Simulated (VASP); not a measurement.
These are PBEsol GGA, VASP's PBE PAW potentials (set 64) (plane waves; VASP) values and carry that method's errors.

A VASP calculation is set up with these files.

KPOINTS:
```
K-points
0
Gamma
4 4 4
0 0 0
```

File POSCAR:
```
MgZn3Te4
1.0
  6.1588487219   0.0000000000   0.0000000000
  0.0000000000   6.1588487219   0.0000000000
  0.0000000000   0.0000000000   6.1588487219
Zn Te Mg
3 4 1
direct
  0.0000000000   0.0000000000   0.0000000000
  0.5000000000   0.5000000000   0.0000000000
  0.5000000000   0.0000000000   0.5000000000
  0.2578454476   0.2421545524   0.2421545524
  0.7421545524   0.7578454476   0.2421545524
  0.7421545524   0.2421545524   0.7578454476
  0.2578454476   0.7578454476   0.7578454476
  0.0000000000   0.5000000000   0.5000000000
```

INCAR:
```
SYSTEM = MgZn3Te4
PREC = Accurate
ENCUT = 400
EDIFF = 1E-6
NELM = 100
ALGO = Normal
LREAL = .FALSE.
LASPH = .TRUE.
ISMEAR = 0
SIGMA = 0.05
GGA = PS
LMAXMIX = 4
LWAVE = .FALSE.
LCHARG = .FALSE.
IBRION = 2
ISIF = 3
NSW = 60
EDIFFG = -0.02
```

POTCAR, in this order: Zn Te Mg (PBE.64 set). Program: vasp_std.

Output of the run:

OSZICAR:
```
       N       E                     dE             d eps       ncg     rms          rms(c)
DAV:   1     0.348603822138E+03    0.34860E+03   -0.22692E+04   740   0.136E+03
DAV:   2     0.675323051986E+01   -0.34185E+03   -0.33079E+03   802   0.313E+02
DAV:   3    -0.243997093484E+02   -0.31153E+02   -0.30922E+02   846   0.101E+02
DAV:   4    -0.253362487740E+02   -0.93654E+00   -0.93518E+00   865   0.169E+01
DAV:   5    -0.253613260922E+02   -0.25077E-01   -0.25076E-01   959   0.243E+00    0.861E+00
DAV:   6    -0.245413167093E+02    0.82001E+00   -0.29338E+00   903   0.331E+01    0.646E+00
DAV:   7    -0.245109898120E+02    0.30327E-01   -0.12861E+00   805   0.616E+00    0.294E+00
DAV:   8    -0.245082500865E+02    0.27397E-02   -0.32240E-02   900   0.173E+00    0.108E+00
DAV:   9    -0.245074304127E+02    0.81967E-03   -0.14189E-02   900   0.169E+00    0.225E-01
DAV:  10    -0.245070966768E+02    0.33374E-03   -0.44621E-03  1031   0.793E-01    0.705E-02
DAV:  11    -0.245071841218E+02   -0.87445E-04   -0.54993E-04   805   0.147E-01    0.439E-02
DAV:  12    -0.245071756336E+02    0.84882E-05   -0.15123E-04  1027   0.116E-01    0.194E-02
DAV:  13    -0.245071830893E+02   -0.74557E-05   -0.42285E-05   790   0.435E-02    0.233E-02
DAV:  14    -0.245071834770E+02   -0.38773E-06   -0.27907E-06   673   0.128E-02
   1 F= -.24507183E+02 E0= -.24507183E+02  d E =-.245072E+02
```

File OUTCAR:
```
------------------------ aborting loop because EDIFF is reached ----------------------------------------
  FORCE on cell =-STRESS in cart. coord.  units (eV):
  Direction    XX          YY          ZZ          XY          YZ          ZX
  --------------------------------------------------------------------------------------
  Total        0.0332177      0.0332177      0.0332177      0.0000000      0.0000000      0.0000000
  in kB        0.2278145      0.2278145      0.2278145      0.0000000      0.0000000      0.0000000
  external PRESSURE =       0.2278145 kB  Pullay stress =       0.0000000 kB
  volume of cell :      233.61
      direct lattice vectors                 reciprocal lattice vectors
     6.158848722  0.000000000  0.000000000     0.162368008  0.000000000  0.000000000
     0.000000000  6.158848722  0.000000000     0.000000000  0.162368008  0.000000000
     0.000000000  0.000000000  6.158848722     0.000000000  0.000000000  0.162368008
 POSITION                                       TOTAL-FORCE (eV/Angst)
 -----------------------------------------------------------------------------------
      0.00000      0.00000      0.00000        -0.000000     -0.000000      0.000000
      3.07942      3.07942      0.00000        -0.000000      0.000000      0.000000
      3.07942      0.00000      3.07942        -0.000000      0.000000      0.000000
      1.58803      1.49139      1.49139        -0.003113      0.003113      0.003113
      4.57082      4.66746      1.49139         0.003113     -0.003113      0.003113
      4.57082      1.49139      4.66746         0.003113      0.003113     -0.003113
      1.58803      4.66746      4.66746        -0.003113     -0.003113     -0.003113
      0.00000      3.07942      3.07942        -0.000000      0.000000      0.000000
 -----------------------------------------------------------------------------------
    total drift:                               -0.000000     -0.000000     -0.000000
  FREE ENERGIE OF THE ION-ELECTRON SYSTEM (eV)
  ---------------------------------------------------
  free  energy   TOTEN  =       -24.5071834770 eV

  energy  without entropy=      -24.5071834770  energy(sigma->0) =      -24.50718348

 reached required accuracy - stopping structural energy minimisation
```
(Selected blocks of OUTCAR.)

The structure was generated: MgZn3Te4 was put into an ordered model structure (P-43m), which need not be its known phase. It was relaxed first. The start is the result of an earlier pass.
